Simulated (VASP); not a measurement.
Calculation: vdW-DF2, VASP's PBE PAW potentials (set 64) (plane waves; VASP 6.6.1).

VASP ran on this input.

**KPOINTS**
```
Automatic mesh
0
Gamma
 14 14 14
0 0 0
```

INCAR:
```
# general
SYSTEM   = Cr
PREC     = Accurate
ENCUT    = 520
LREAL    = .FALSE.   # projection in real space or not
LASPH    = .TRUE.   # aspherical one-centre terms

# electronic loop
EDIFF    = 1E-7   # SCF stop (eV)
NELM     = 100
ALGO     = Normal   # blocked Davidson
LMAXMIX  = 4

# smearing
ISMEAR   = -5

# functional
GGA      = ML
LUSE_VDW = .TRUE.
AGGAC    = 0.0
ZAB_VDW  = -1.8867

# spin
ISPIN    = 2
MAGMOM   = 1.0 -1.0

# ions
ISIF     = 2   # forces and stress, cell fixed

# output
LWAVE    = .FALSE.
LCHARG   = .TRUE.
LORBIT   = 11
NEDOS    = 601   # DOS grid
```

**POSCAR**
```
Cr
5.8133380
  0.5000000006   0.0000000000   0.0000000000
  0.0000000000   0.5000000006   0.0000000000
  0.0000000000   0.0000000000   0.5000000006
Cr
2
Direct
  0.0000000000   0.0000000000   0.0000000000
  0.5000000000   0.5000000000   0.5000000000
```

POTCAR, in this order: Cr_pv (PBE.64 set). Program: vasp_std.

Output of the run:

OSZICAR:
```
       N       E                     dE             d eps       ncg     rms          rms(c)
DAV:   1     0.238381656367E+03    0.23838E+03   -0.14436E+04  7696   0.183E+03
DAV:   2    -0.568667744808E+01   -0.24407E+03   -0.24272E+03  8136   0.496E+02
DAV:   3    -0.136807356497E+02   -0.79941E+01   -0.79661E+01 10048   0.102E+02
DAV:   4    -0.138016060499E+02   -0.12087E+00   -0.12059E+00  9168   0.125E+01
DAV:   5    -0.138047285222E+02   -0.31225E-02   -0.31991E-02 10888   0.153E+00    0.154E+01
DAV:   6    -0.113155237741E+02    0.24892E+01   -0.17045E+01  8424   0.487E+01    0.373E+00
DAV:   7    -0.113146210858E+02    0.90269E-03   -0.25051E-01  8192   0.717E+00    0.210E+00
DAV:   8    -0.113149308303E+02   -0.30974E-03   -0.21948E-02  9496   0.152E+00    0.109E+00
DAV:   9    -0.113168460412E+02   -0.19152E-02   -0.55394E-02  9552   0.188E+00    0.334E-01
DAV:  10    -0.113174784654E+02   -0.63242E-03   -0.17206E-03  9544   0.396E-01    0.247E-01
DAV:  11    -0.113182853588E+02   -0.80689E-03   -0.84229E-03 10176   0.541E-01    0.194E-01
DAV:  12    -0.113190149780E+02   -0.72962E-03   -0.18849E-02  9992   0.861E-01    0.830E-02
DAV:  13    -0.113191064502E+02   -0.91472E-04   -0.23508E-03  9960   0.310E-01    0.372E-02
DAV:  14    -0.113191335688E+02   -0.27119E-04   -0.31790E-04  9840   0.105E-01    0.106E-02
DAV:  15    -0.113191376105E+02   -0.40417E-05   -0.48214E-05  9504   0.379E-02    0.210E-03
DAV:  16    -0.113191369901E+02    0.62044E-06   -0.10332E-06 10504   0.116E-02    0.132E-03
DAV:  17    -0.113191369887E+02    0.13456E-08   -0.44478E-08  4192   0.220E-03
   1 F= -.11319137E+02 E0= -.11319137E+02  d E =0.000000E+00  mag=    -0.0000
```

OUTCAR:
```
------------------------ aborting loop because EDIFF is reached ----------------------------------------
  FORCE on cell =-STRESS in cart. coord.  units (eV):
  Direction    XX          YY          ZZ          XY          YZ          ZX
  --------------------------------------------------------------------------------------
  Total        0.0262547      0.0262547      0.0262547     -0.0000000      0.0000000     -0.0000000
  in kB        1.7128951      1.7128951      1.7128951     -0.0000000      0.0000000     -0.0000000
  external PRESSURE =       1.7128951 kB  Pullay stress =       0.0000000 kB
  volume of cell :       24.56
      direct lattice vectors                 reciprocal lattice vectors
     2.906669004  0.000000000  0.000000000     0.344036421  0.000000000  0.000000000
     0.000000000  2.906669004  0.000000000     0.000000000  0.344036421  0.000000000
     0.000000000  0.000000000  2.906669004     0.000000000  0.000000000  0.344036421
 POSITION                                       TOTAL-FORCE (eV/Angst)
 -----------------------------------------------------------------------------------
      0.00000      0.00000      0.00000        -0.000000     -0.000000     -0.000000
      1.45333      1.45333      1.45333         0.000000      0.000000      0.000000
 -----------------------------------------------------------------------------------
    total drift:                                0.000000      0.000000     -0.000000
  FREE ENERGIE OF THE ION-ELECTRON SYSTEM (eV)
  ---------------------------------------------------
  free  energy   TOTEN  =       -11.3191369887 eV

  energy  without entropy=      -11.3191369887  energy(sigma->0) =      -11.31913699

 total charge

# of ion       s       p       d       tot
------------------------------------------
    1        0.389   6.357   4.198  10.943
    2        0.389   6.357   4.198  10.943
--------------------------------------------------
tot          0.778  12.713   8.395  21.887

 magnetization (x)

# of ion       s       p       d       tot
------------------------------------------
    1        0.016   0.005   0.959   0.981
    2       -0.016  -0.005  -0.959  -0.981
--------------------------------------------------
tot          0.000   0.000   0.000   0.000
```
(Selected blocks of OUTCAR.)

For a metal the tetrahedron method with Blöchl corrections gives inexact stress and forces.

The compound is Cr in the bcc, AFM order structure. It was relaxed first.
